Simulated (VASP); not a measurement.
Calculation: r2SCAN+rVV10, VASP's PBE PAW potentials (set 64) (plane waves; VASP).

The input files of a VASP run:

KPOINTS:
```
K-points
0
gamma
 13 13 13
0 0 0
```

File POSCAR:
```
FeAl
1
    2.8910447248     0.0000000000     0.0000000000
    0.0000000000     2.8910447248     0.0000000000
    0.0000000000     0.0000000000     2.8910447248
Al Fe
1 1
Direct
  0.5000000000   0.5000000000   0.5000000000
  0.0000000000   0.0000000000   0.0000000000
```

INCAR:
```
! general
SYSTEM    =  FeAl
PREC      =  Accurate
ENCUT     =  520   ! plane-wave cut-off (eV)
LREAL     =  F
LASPH     =  T   ! aspherical one-centre terms

! electronic loop
EDIFF     =  1E-7   ! SCF stop (eV)
NELM      =  100
ALGO      =  Normal
LMAXMIX   =  4   ! l cut-off of mixed one-centre charges
LMIXTAU   =  T

! smearing
ISMEAR    =  1   ! Methfessel-Paxton
SIGMA     =  0.1

! functional
METAGGA   =  R2SCAN
LUSE_VDW  =  T
BPARAM    =  11.95
CPARAM    =  0.0093

! ions
ISIF      =  2   ! forces and stress, cell fixed

! output
LWAVE     =  F
LCHARG    =  F
```

POTCAR, in this order: Al Fe (PBE.64 set). Program: vasp_std.

What VASP printed:

File OUTCAR:
```
 ion  position               nearest neighbor table
   1  0.500  0.500  0.500-   2 2.50   2 2.50   2 2.50   2 2.50   2 2.50   2 2.50   2 2.50   2 2.50
  LATTYP: Found a simple cubic cell.
 ALAT       =     2.8910447248
 Subroutine PRICEL returns:
 Original cell was already a primitive cell.
 Subroutine GETGRP returns: Found 48 space group operations
The static configuration has the point symmetry O_h .
The dynamic configuration has the point symmetry O_h .
 Subroutine INISYM returns: Found 48 space group operations
 Subroutine IBZKPT returns following result:
 Found     84 irreducible k-points:

 Following reciprocal coordinates:
            Coordinates               Weight
  0.000000  0.000000  0.000000      1.000000
  0.076923  0.000000  0.000000      6.000000
  0.153846  0.000000  0.000000      6.000000
  0.230769  0.000000  0.000000      6.000000
  0.307692  0.000000  0.000000      6.000000
  0.384615  0.000000  0.000000      6.000000
  0.461538  0.000000  0.000000      6.000000
  0.076923  0.076923  0.000000     12.000000
  0.153846  0.076923  0.000000     24.000000
  0.230769  0.076923  0.000000     24.000000
...
```

OSZICAR:
```
       N       E                     dE             d eps       ncg     rms          rms(c)
DAV:   1     0.243250488110E+02    0.24325E+02   -0.51720E+03  1512   0.126E+03
DAV:   2    -0.232345762637E+02   -0.47560E+02   -0.45703E+02  1514   0.183E+02
DAV:   3    -0.245702585106E+02   -0.13357E+01   -0.13148E+01  1781   0.439E+01
DAV:   4    -0.245972963291E+02   -0.27038E-01   -0.26947E-01  1918   0.542E+00
DAV:   5    -0.245978053858E+02   -0.50906E-03   -0.50902E-03  1808   0.677E-01    0.158E+01
DAV:   6    -0.259517459314E+02   -0.13539E+01   -0.96337E+01  1688   0.162E+02    0.210E+01
DAV:   7    -0.209755667876E+02    0.49762E+01   -0.44589E+01  1634   0.911E+01    0.292E+00
DAV:   8    -0.209986869020E+02   -0.23120E-01   -0.22126E-01  1545   0.488E+00    0.221E+00
DAV:   9    -0.210024384456E+02   -0.37515E-02   -0.17820E-01  1750   0.775E+00    0.757E-01
DAV:  10    -0.209950883667E+02    0.73501E-02   -0.64265E-02  1687   0.452E+00    0.207E-01
DAV:  11    -0.209964580028E+02   -0.13696E-02   -0.15773E-02  1601   0.223E+00    0.239E-01
DAV:  12    -0.209976310758E+02   -0.11731E-02   -0.40368E-03  1595   0.110E+00    0.365E-02
DAV:  13    -0.209976667788E+02   -0.35703E-04   -0.25268E-04  2076   0.223E-01    0.239E-02
DAV:  14    -0.209976817908E+02   -0.15012E-04   -0.17757E-05  2051   0.583E-02    0.140E-02
DAV:  15    -0.209976815898E+02    0.20102E-06   -0.25455E-06  1638   0.219E-02    0.532E-03
DAV:  16    -0.209976830921E+02   -0.15022E-05   -0.17631E-06  1614   0.236E-02    0.193E-03
DAV:  17    -0.209976828757E+02    0.21638E-06   -0.43979E-08   799   0.247E-03    0.147E-03
DAV:  18    -0.209976826366E+02    0.23904E-06   -0.61613E-08   774   0.275E-03    0.879E-04
DAV:  19    -0.209976827105E+02   -0.73833E-07   -0.32610E-08   773   0.248E-03
   1 F= -.20997683E+02 E0= -.20997224E+02  d E =-.137687E-02
```

File OUTCAR:
```
------------------------ aborting loop because EDIFF is reached ----------------------------------------
  FORCE on cell =-STRESS in cart. coord.  units (eV):
  Direction    XX          YY          ZZ          XY          YZ          ZX
  --------------------------------------------------------------------------------------
  Total       -1.5115183     -1.5115183     -1.5115183      0.0000000     -0.0000000     -0.0000000
  in kB     -100.2211904   -100.2211904   -100.2211904      0.0000000     -0.0000000     -0.0000000
  external PRESSURE =    -100.2211904 kB  Pullay stress =       0.0000000 kB
  volume of cell :       24.16
      direct lattice vectors                 reciprocal lattice vectors
     2.891044725  0.000000000  0.000000000     0.345895721  0.000000000  0.000000000
     0.000000000  2.891044725  0.000000000     0.000000000  0.345895721  0.000000000
     0.000000000  0.000000000  2.891044725     0.000000000  0.000000000  0.345895721
 POSITION                                       TOTAL-FORCE (eV/Angst)
 -----------------------------------------------------------------------------------
      1.44552      1.44552      1.44552         0.000000      0.000000      0.000000
      0.00000      0.00000      0.00000         0.000000      0.000000      0.000000
 -----------------------------------------------------------------------------------
    total drift:                                0.000000      0.000000      0.000000
  FREE ENERGIE OF THE ION-ELECTRON SYSTEM (eV)
  ---------------------------------------------------
  free  energy   TOTEN  =       -20.9976827105 eV

  energy  without entropy=      -20.9963058394  energy(sigma->0) =      -20.99722375
```
(Selected blocks of OUTCAR.)

The compound is FeAl in the CsCl type structure. This cell is one point of a volume scan, at 1.06 of the reference volume. The run is not spin-polarised, so no magnetic state was tried. The electron count is odd and the run is not spin-polarised, which forces a metal.
